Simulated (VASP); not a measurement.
These are PBE GGA, VASP's PBE PAW potentials (set 64) (plane waves; VASP) values and carry that method's errors.

Input for VASP

### INCAR
```
SYSTEM=ZnSiP2
PREC=Accurate; ENCUT=400; LREAL=F
LASPH=T; ICHARG=11
EDIFF=1E-7; NELM=100; ALGO=Normal
LMAXMIX=4
ISMEAR=0; SIGMA=0.05
GGA=PE
LWAVE=F; LCHARG=F; LORBIT=11
```

POSCAR:
```
ZnSiP2
1
   -2.7114012154     2.7114012154     5.2566144857
    2.7114012154    -2.7114012154     5.2566144857
    2.7114012154     2.7114012154    -5.2566144857
Zn Si P
2 2 4
Direct
  0.0000000000   1.0000000000   0.0000000000
  0.7500000000   0.2500000000   0.5000000000
  0.5000000000   0.5000000000   0.0000000000
  0.2500000000   0.7500000000   0.5000000000
  0.8750000000   0.8569161584   0.4819161584
  0.1430838416   0.6250000000   0.0180838416
  0.3750000000   0.3930838416   0.5180838416
  0.6069161584   0.1250000000   0.9819161584
```

File KPOINTS:
```
k-points along high-symmetry lines
10
Line-mode
Reciprocal
  0.000000   0.000000   0.000000 ! GAMMA
 -0.000000   0.000000   0.500000 ! X

 -0.000000   0.000000   0.500000 ! X
  0.250000   0.250000   0.250000 ! P

  0.250000   0.250000   0.250000 ! P
 -0.000000   0.500000   0.000000 ! N

 -0.000000   0.500000   0.000000 ! N
  0.000000   0.000000   0.000000 ! GAMMA

  0.000000   0.000000   0.000000 ! GAMMA
  0.500000   0.500000  -0.500000 ! M

  0.500000   0.500000  -0.500000 ! M
  0.316885   0.683115  -0.316885 ! S

 -0.316885   0.316885   0.316885 ! S_0
  0.000000   0.000000   0.000000 ! GAMMA

 -0.000000   0.000000   0.500000 ! X
 -0.133769   0.133769   0.500000 ! R

  0.500000   0.500000  -0.133769 ! G
  0.500000   0.500000  -0.500000 ! M
```

POTCAR, in this order: Zn Si P (PBE.64 set). Program: vasp_std. Read from the step before: CHGCAR.

Q: What will the output report for the number of irreducible k-points (NKPTS), number of bands (NBANDS), largest plane-wave count, number of space-group operations, FFT grid (NGX, NGY, NGZ)?

A: 
- number of irreducible k-points (NKPTS): 90
- number of bands (NBANDS): 31
- largest plane-wave count: 2849
- number of space-group operations: 8
- FFT grid (NGX, NGY, NGZ): 42 × 42 × 42

The compound is ZnSiP2 in the chalcopyrite structure. It was relaxed first.
